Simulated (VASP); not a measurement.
**Sr3B2C: single point with PBE**

Crystal: Sr3B2C.

```
CELL_PARAMETERS angstrom
7.46459 0.00000 0.00000
-3.73229 6.46452 0.00000
0.00000 0.00000 3.59976
ATOMIC_POSITIONS crystal
Sr 0.50000 0.00000 0.50000
Sr 0.50000 0.50000 0.50000
Sr 0.00000 0.50000 0.50000
B 0.33333 0.66667 0.00000
B 0.66667 0.33333 0.00000
C 0.00000 0.00000 0.00000
```

The cell was built by a generator and needn't be a form met in nature.

```
Program             : VASP 6.6.1
Task                : single point
Functional          : PBE
Potentials or basis : VASP PAW PBE potentials, release 64 (Sr_sv, B, C)
Cutoff              : 520 eV
k mesh              : 4 × 4 × 7
Occupations         : fermi-dirac, width 0.05 eV
Spin                : no spin polarisation
```

```yaml
Pressure: 0.2 GPa
Band_gap_on_the_k_mesh: none (metal or under the smearing width)
```

Levels at points of the mesh, in eV from the Fermi level:
```csv
k point,band 17,band 18,band 19,band 20,band 21,band 22
"(0.00, 0.00, 0.00)",-1.56,-0.60,-0.60,0.40,1.18,1.24
"(0.50, 0.00, 0.00)",-0.83,-0.64,0.04,0.07,0.40,0.86
"(0.50, 0.50, 0.00)",-0.83,-0.64,0.04,0.07,0.40,0.86
```

Wall time 3.3 min on 1 thread of Intel(R) Xeon(R) Platinum 8375C CPU @ 2.90GHz (Ice Lake) (shared host), peak memory 0.36 GiB.
